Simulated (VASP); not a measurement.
An input for Quantum ESPRESSO's pw.x (written as the equivalent of a VASP run, and not itself run):

```
&CONTROL
  calculation = 'scf'
  pseudo_dir = './pseudo'
  outdir = './out'
  tprnfor = .true.
  tstress = .false.
/
&SYSTEM
  ibrav = 0
  nat = 2
  ntyp = 2
  ecutwfc = 92
  occupations = 'smearing'
  smearing = 'gaussian'
  degauss = 0.003675
  input_dft = 'pbe0'
  nqx1 = 6
  nqx2 = 6
  nqx3 = 6
/
&ELECTRONS
  conv_thr = 7.3e-08
  electron_maxstep = 60
/
ATOMIC_SPECIES
  Cu 63.546 Cu.upf
  I 126.904 I.upf
CELL_PARAMETERS angstrom
     0.0000000    3.0096439    3.0096439
     3.0096439    0.0000000    3.0096439
     3.0096439    3.0096439    0.0000000
ATOMIC_POSITIONS crystal
  Cu   1.0000000  0.0000000  0.0000000
  I    0.2500000  0.2500000  0.2500000
K_POINTS automatic
  6 6 6 0 0 0
```

**Question.** Write the VASP files for the same calculation (PBE0).

**Answer.** Several could match; the one computed here: 
**POSCAR**
```
CuI
1
    0.0000000000     3.0096438754     3.0096438754
    3.0096438754     0.0000000000     3.0096438754
    3.0096438754     3.0096438754     0.0000000000
Cu I
1 1
Direct
  1.0000000000   0.0000000000   0.0000000000
  0.2500000000   0.2500000000   0.2500000000
```

### INCAR
```
! general
SYSTEM   = CuI
PREC     = Accurate
ENCUT    = 520
LREAL    = .FALSE.
LASPH    = .TRUE.   ! aspherical one-centre terms
ISYM     = 3

! electronic loop
EDIFF    = 1E-6
NELM     = 60
ALGO     = Normal   ! blocked Davidson
LMAXMIX  = 4

! smearing
ISMEAR   = 0
SIGMA    = 0.05   ! width (eV)

! functional
GGA      = PE
LHFCALC  = .TRUE.
AEXX     = 0.25
HFRCUT   = -1
PRECFOCK = Fast

! ions
ISIF     = 2   ! forces and stress, cell fixed

! output
LWAVE    = .FALSE.
LCHARG   = .FALSE.
```

**KPOINTS**
```
K-points
0
G
  6 6 6
```

POTCAR, in this order: Cu I (PBE.64 set). Program: vasp_std. Read from the step before: WAVECAR.

The two are equivalent in intent, not identical: the potentials are each code's own (VASP's PAW set, PseudoDojo norm-conserving files in pw.x), so ENCUT and ecutwfc are chosen apart and not converted; conv_thr bounds pw.x's estimated SCF error, while EDIFF bounds the energy change between steps; the singularity of exact exchange is treated differently by default.

The compound is CuI in the zinc blende structure. This cell is one point of a volume scan, at 0.97 of the reference volume.
